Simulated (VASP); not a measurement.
```
FeNi3
1.0
    3.44051     0.00000     0.00000
    0.00000     3.44051     0.00000
    0.00000     0.00000     3.44051
Fe Ni
1 3
Cartesian
  0.00000   0.00000   0.00000
  0.00000   1.72026   1.72026
  1.72026   0.00000   1.72026
  1.72026   1.72026   0.00000
```
Starting moments (μB, in the order of the record's atoms Fe Ni Ni Ni): 2.8 0.6 0.6 0.6.

All values below come from optB86b-vdW, VASP's PBE PAW potentials (set 64) (plane waves; VASP). Run with 520 eV cut-off, 9×9×9 Γ-centred mesh, first-order Methfessel-Paxton smearing of 0.10 eV, potentials Fe Ni.

Problem. Give the stress tensor in GPa (positive for a compressed cell).

Solution. 
```
14.79   0.00   0.00
 0.00  14.79   0.00
 0.00   0.00  14.79
```
The pressure is its mean diagonal, 14.79 GPa.

The compound is Ni3Fe in the L1_2 structure. This cell is one point of a volume scan, at 0.94 of the reference volume.
